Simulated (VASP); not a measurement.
## Shielding tensors and field gradients of Ac2O3

Aim: NMR shielding tensors and field gradients of Ac2O3. The cell has space group P-3m1. The start is a cell from a database of measured crystal structures.

Calculated with VASP 6.6.1; LDA; plane waves and PAW (Ac, O), in the first sound run; inputs show where later runs differ.

This is a report of a sequence of runs, with most program output left out.

The database entry behind the starting cell is an old determination (1949), so it need not match the best structure at ambient conditions.

**1. The structure**

It takes space group P-3m1 (No. 164, trigonal). The conventional cell has a = 4.080 Å, b = 4.080 Å, c = 6.300 Å, α = 90.00°, β = 90.00°, γ = 120.00°. Ac has 7 O at 2.49 to 2.78 Å nearest. O has 4 Ac at 2.49 to 2.50 Å nearest. Nearest to O lie 6 Ac at 2.78 Å. Farther neighbours and most contacts between anions are not listed.

**2. Ground state**

The next steps need an insulator, so the gap is checked first.

File INCAR:

```
SYSTEM = Ac2O3
PREC = Accurate
ENCUT = 520
EDIFF = 1E-07
NELM = 100
ISMEAR = 0
SIGMA = 0.01
LREAL = .FALSE.
ALGO = Normal
GGA = CA
NBANDS = 26
LASPH = .TRUE.
LORBIT = 11
LWAVE = .FALSE.
LCHARG = .FALSE.
KPAR = 8
```

File POSCAR:

```
Ac2O3
1.0
    4.0800000000      0.0000000000      0.0000000000
   -2.0400000000      3.5333836474      0.0000000000
    0.0000000000      0.0000000000      6.3000000000
Ac O
2 3
Direct
    0.6666666667      0.3333333333      0.7650000000
    0.3333333333      0.6666666667      0.2350000000
    0.6666666667      0.3333333333      0.3700000000
    0.3333333333      0.6666666667      0.6300000000
    0.0000000000      0.0000000000      0.0000000000
```

File KPOINTS:

```
Automatic mesh
0
Gamma
5 5 3
0 0 0
```

Potentials, in the order of the species: Ac and O (PBE family, release 64).

Run with:

```bash
$ mpirun -np 8 vasp_std
```

Wall time 8.4 s (8 MPI ranks of Intel Xeon 6975P-C (Granite Rapids), shared host); peak memory 1.6 GiB; 49 s of CPU time.

The gap is read on the k-mesh alone, so it is an upper bound where the band edges lie off the mesh. The PAW data sets were made with PBE, a small mismatch for LDA.

A gap read on the k-mesh alone can miss the band edges.

This step gave:

```yaml
free_energy_toten: -43.46 eV
fermi_energy: 4.540 eV
pressure: -6.594 GPa
gap_on_the_k_mesh: 3.474 eV
least_direct_gap_on_the_k_mesh: 3.734 eV
```

The cell has a gap of 3.47 eV on this mesh and a pressure of -6.6 GPa, which holds the misfit of the given cell and coordinates with this functional, and any error of cutoff, mesh and data sets. Spin-orbit coupling is left out, which can shift or reorder these edges. Forces of up to 1.8 eV/Å remain in these settings, so the given coordinates are far from this level's minimum.

**3. Shielding tensors**

This step: chemical shifts by linear response (GIPAW), LDA; plane waves and PAW (Ac, O) (VASP 6.6.1).

LCHIMAG computes the induced currents by linear response. It needs tightly converged orbitals and a cutoff well above the default; LEFG adds the field gradients at no cost.

File INCAR:

```
SYSTEM = Ac2O3
PREC = Accurate
ENCUT = 560
EDIFF = 1E-09
NELM = 100
ISMEAR = 0
SIGMA = 0.01
LREAL = .FALSE.
ALGO = Normal
GGA = CA
NBANDS = 26
LASPH = .TRUE.
LWAVE = .FALSE.
LCHARG = .FALSE.
KPAR = 8
LCHIMAG = .TRUE.
LEFG = .TRUE.
DQ = 0.001
ICHIBARE = 1
LNMR_SYM_RED = .TRUE.
```

POSCAR is that of step 2.

File KPOINTS:

```
Automatic mesh
0
Gamma
6 6 3
0 0 0
```

Run with:

```bash
$ mpirun -np 8 vasp_std
```

The job ended after 5.1 min (8 MPI ranks; peak memory 5.1 GiB).

The atoms bear forces, and field gradients depend strongly on their positions. Spin-orbit coupling is left out, which changes shieldings on and beside heavy atoms by much.

This step gave:

* Fermi energy: 4.751 eV
* pressure: -6.584 GPa
* gap on the k-mesh: 3.241 eV
* least direct gap on the k-mesh: 3.668 eV

Valence and core; the G = 0 term is that of a spherical sample. NMR shielding, by row:

| atom | isotropic shielding (ppm) | span (ppm) | skew | isotropic shielding without the G = 0 term (ppm) |
| --- | --- | --- | --- | --- |
| Ac1 | 8455 | 849.2 | -0.9999 | 8441 |
| Ac2 | 8455 | 849.2 | -0.9999 | 8441 |
| O3 | -383.7 | 171.9 | -0.9995 | -397.6 |
| O4 | -383.7 | 171.9 | -0.9995 | -397.6 |
| O5 | -342.6 | 6.888 | 0.9859 | -356.6 |

Ordered as |Vzz| ≥ |Vxx| ≥ |Vyy|, the program's way. Electric field gradients, by row:

| atom | Vxx (V/Å²) | Vyy (V/Å²) | Vzz (V/Å²) | asymmetry |
| --- | --- | --- | --- | --- |
| Ac1 | -116 | -116 | 232.1 | 0 |
| Ac2 | -116 | -116 | 232.1 | 0 |
| O3 | -6.342 | -6.34 | 12.68 | 0 |
| O4 | -6.342 | -6.34 | 12.68 | 0 |
| O5 | 4.878 | 4.872 | -9.75 | 0.001 |

**4. Results**

* Ac, isotropic shielding: 8455.3 ppm
* O, isotropic shielding: -383.7, -342.6 ppm

At LDA the isotropic shieldings are Ac 8455.3 ppm; O -383.7, -342.6 ppm. The widest tensor is that of Ac1, with a span (largest less smallest principal value) of 849 ppm. The largest field gradient is Vzz = 232 V/Å² at Ac1. Shifts were not obtained, since a shift is the shielding of a reference compound, computed alike, less these values; differences between sites of one element need no reference, and the more shielded site has the lower shift. The G = 0 term is the part set by the sample's shape, taken here for a sphere. Spin-orbit effects on the shifts of and near heavy atoms are left out. No finer mesh was run, so convergence in it isn't shown. VASP's guide advises NLSPLINE for shieldings, which this input doesn't set; the effect wasn't tested. Where the functional isn't the one that the data sets were made with, the shieldings hold that mismatch too. The cell has space group P-3m1. The given cell is kept, although it stands at -6.6 GPa at LDA and ENCUT = 560 eV, which holds the mismatch of the given cell with this functional, any error of the entry itself and any basis-set error. The atoms weren't relaxed and carry forces of up to 1.8 eV/Å at LDA in the first shielding run, so the numbers belong to the given coordinates, and a relaxation would change them. So large a force or stress means that the given cell is far from the equilibrium of this level, whether by faulty coordinates, another magnetic state or phase, or the functional; the values can't be taken for those of the compound at rest.

[Lines on the potential files, build, host, timing and source positions are cut from VASP's logs without a mark.]

[Logs are printed without paths, hosts, clocks, repeated set-up lines and the standing remarks that a program may print on its own settings, such as how far it seeks lower states.]

[Hosts, paths, dates, database ids (printed as entryN), source tags and the programs' standing remarks are cut or masked in the printed files.]
